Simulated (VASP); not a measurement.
These are r2SCAN meta-GGA, VASP's PBE PAW potentials (set 64) (plane waves; VASP) values and carry that method's errors.

Input for VASP

### POSCAR
```
FeAl
1
    2.8399035830     0.0000000000     0.0000000000
    0.0000000000     2.8399035830     0.0000000000
    0.0000000000     0.0000000000     2.8399035830
Al Fe
1 1
Direct
  0.5000000000   0.5000000000   0.5000000000
  0.0000000000   0.0000000000   0.0000000000
```

### KPOINTS
```
Automatic mesh
0
G
14 14 14
```

INCAR:
```
ALGO=Normal
EDIFF=1E-5
EDIFFG=-0.03
ENCUT=400
IBRION=2
ISIF=2
ISMEAR=1
LASPH=.TRUE.
LCHARG=.FALSE.
LMAXMIX=4
LMIXTAU=.TRUE.
LREAL=.FALSE.
LWAVE=.FALSE.
METAGGA=R2SCAN
NELM=100
NELMIN=4
NSW=20
PREC=Normal
SIGMA=0.1
SYSTEM=FeAl
```

POTCAR, in this order: Al Fe (PBE.64 set). Program: vasp_std.

Q: Estimate the energy per atom (σ→0), band gap (on the k-mesh).

A: 
energy per atom (σ→0): -1026.7 kJ/mol of atoms
band gap (on the k-mesh): none (metal, semimetal or under 0.01 eV)

OSZICAR:
```
...
DAV:   8    -0.212868975265E+02   -0.15741E-01   -0.17747E-01  2223   0.418E+00    0.210E+00
DAV:   9    -0.212921852577E+02   -0.52877E-02   -0.24589E-01  2518   0.922E+00    0.914E-01
DAV:  10    -0.212810198877E+02    0.11165E-01   -0.95452E-02  2430   0.553E+00    0.196E-01
DAV:  11    -0.212851900773E+02   -0.41702E-02   -0.32288E-02  2309   0.326E+00    0.394E-01
DAV:  12    -0.212823479384E+02    0.28421E-02   -0.14787E-02  2313   0.211E+00    0.362E-02
DAV:  13    -0.212824948861E+02   -0.14695E-03   -0.26941E-04  2772   0.200E-01    0.275E-02
DAV:  14    -0.212824976735E+02   -0.27875E-05   -0.11768E-05  1178   0.442E-02
   1 F= -.21282498E+02 E0= -.21282309E+02  d E =-.212825E+02
```

The compound is FeAl in the CsCl type structure. It was relaxed first, which changed the volume by -7 %. The run is not spin-polarised, so no magnetic state was tried. The electron count is odd and the run is not spin-polarised, which forces a metal.
